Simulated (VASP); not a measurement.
```yaml
crystal:
  lattice:
    - [3.65562, 0.00000, 0.00000]
    - [-1.82781, 3.16586, 0.00000]
    - [0.00000, 0.00000, 11.78510]
  atoms:
    - { symbol: Pr, position: [0.00000, 0.00000, 0.00000] }
    - { symbol: Pr, position: [0.00000, 0.00000, 0.50000] }
    - { symbol: Pr, position: [0.33333, 0.66667, 0.25000] }
    - { symbol: Pr, position: [0.66667, 0.33333, 0.75000] }
```

Level of theory: PBEsol GGA, VASP's PBE PAW potentials (set 64) (plane waves; VASP 6.6.1). Settings: 400 eV cut-off, Gaussian smearing of 0.050 eV, potentials Pr_3.

The 4f electrons are frozen in the core of the lanthanide potential, so 4f levels, which can set the real gap, and their magnetism are missing.

Task: Give the energies of bands 17 to 25 at the high-symmetry points, in eV from the Fermi level.

Result: 
| band | Γ | M | K | A | L | H |
|---|---|---|---|---|---|---|
| 17 | -3.81 | -2.16 | -0.96 | -3.33 | -1.85 | -1.15 |
| 18 | -2.37 | -2.10 | -0.96 | -3.33 | -1.85 | -1.15 |
| 19 | -2.36 | -1.76 | -0.73 | -2.01 | -1.67 | -0.49 |
| 20 | -2.05 | -1.24 | -0.59 | -2.01 | -1.67 | -0.49 |
| 21 | 0.72 | -0.79 | -0.59 | 1.11 | -1.21 | -0.20 |
| 22 | 0.77 | -0.46 | -0.23 | 1.11 | -1.21 | -0.20 |
| 23 | 1.19 | -0.28 | -0.05 | 1.33 | 0.67 | -0.15 |
| 24 | 1.21 | 0.53 | -0.05 | 1.34 | 0.67 | -0.15 |
| 25 | 1.28 | 1.08 | 0.99 | 1.35 | 1.58 | 0.97 |

It has no gap at this level: it comes out as a metal or semimetal.

The structure was generated: Pr was put into the dhcp type (P6_3/mmc), which need not be its known phase. It was relaxed first.
